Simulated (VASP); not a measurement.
```xyz
5
Lattice="4.0017 0.0000 0.0000 0.0000 4.0017 0.0000 0.0000 0.0000 4.0097" Properties=species:S:1:pos:R:3 pbc="T T T"
Ba     4.0017     0.0000     3.9937
Ti     2.0008     2.0008     2.0104
O      2.0008     2.0008     3.9575
O      4.0017     2.0008     1.9640
O      2.0008     0.0000     1.9640
```

Calculation: MS2 meta-GGA, VASP's PBE PAW potentials (set 64) (plane waves; VASP). Numerical set-up: 520 eV cut-off, 6×6×6 Γ-centred mesh, tetrahedra with Blöchl corrections, potentials Ba_sv Ti_sv O.

The cores are frozen, which limits the accuracy of field gradients.

**Question.** Give the principal components of the electric field gradient (V/Å²) and the asymmetry η at each nucleus.

**Answer.** 
```json
[
 {"atom": "Ba1", "Vxx": "0.3", "Vyy": "0.3", "Vzz": "-0.7", "η": "0.00"},
 {"atom": "Ti2", "Vxx": "-0.5", "Vyy": "-0.5", "Vzz": "1.0", "η": "0.00"},
 {"atom": "O3", "Vxx": "-12.9", "Vyy": "-12.9", "Vzz": "25.8", "η": "0.00"},
 {"atom": "O4", "Vxx": "-13.7", "Vyy": "-13.4", "Vzz": "27.1", "η": "0.01"},
 {"atom": "O5", "Vxx": "-13.7", "Vyy": "-13.4", "Vzz": "27.1", "η": "0.01"}
]
```

The compound is BaTiO3 in the tetragonal perovskite structure. It was relaxed first.
